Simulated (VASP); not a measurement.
Calculation: LDA (Ceperley-Alder, Perdew-Zunger), VASP's LDA PAW potentials (set 64) (plane waves; VASP 6.6.1).

Input for VASP

**INCAR**
```
NSW=40   # most ionic steps
SIGMA=0.1   # width (eV)
LWAVE=F
LCHARG=F
PSTRESS=450
LASPH=T
ISMEAR=1   # Methfessel-Paxton
ENCUT=500
LREAL=F   # projection in real space or not
LMAXMIX=6   # l cut-off of mixed one-centre charges
EDIFFG=-0.02
ISIF=3   # ions, shape and volume
IBRION=2   # conjugate gradients
ALGO=Normal   # blocked Davidson
NELM=100   # most electronic steps
PREC=Accurate
EDIFF=1E-6   # SCF stop (eV)
SYSTEM=Hf
```

File POSCAR:
```
Hf
1.0
  1.4206687041  -2.4606701569   0.0000000000
  1.4206687041   2.4606701569   0.0000000000
  0.0000000000   0.0000000000   4.6577929110
Hf
2
direct
  0.3333330000   0.6666670000   0.2500000000
  0.6666670000   0.3333330000   0.7500000000
```

### KPOINTS
```
Automatic mesh
0
Gamma
15 15 8
0 0 0
```

POTCAR, in this order: Hf_pv (LDA.64 set). Program: vasp_std.

Unless said otherwise, spin-orbit coupling is left out, though it shifts the bands of the heavy elements here.

Question: What does the run give for the energy per atom (σ→0), volume per atom, band gap (on the k-mesh)?

Answer: 
```
Item                                                         Value
------------------------  ----------------------------------------
energy per atom (σ→0)                              -10.149 eV/atom
band gap (on the k-mesh)  none (metal, semimetal or under 0.01 eV)
volume per atom                                      16.23 Å³/atom
```

### OSZICAR
```
...
   3 F= -.11182264E+02 E0= -.11182685E+02  d E =-.285758E-03
       N       E                     dE             d eps       ncg     rms          rms(c)
DAV:   1    -0.202978285688E+02    0.43427E-03   -0.14010E-02  3798   0.985E-01    0.921E-02
DAV:   2    -0.202976655488E+02    0.16302E-03   -0.23540E-04  4644   0.123E-01    0.853E-02
DAV:   3    -0.202976207065E+02    0.44842E-04   -0.47771E-05  4756   0.494E-02    0.647E-02
DAV:   4    -0.202976114251E+02    0.92813E-05   -0.17375E-05  4804   0.307E-02    0.220E-02
DAV:   5    -0.202976112614E+02    0.16371E-06   -0.10520E-06  2088   0.819E-03
   4 F= -.11182326E+02 E0= -.11182762E+02  d E =-.622091E-04
```

The compound is Hf in the hcp structure. This run relaxes it under an external pressure of 45 GPa. Symmetry was kept, so distortions that lower it aren't found.
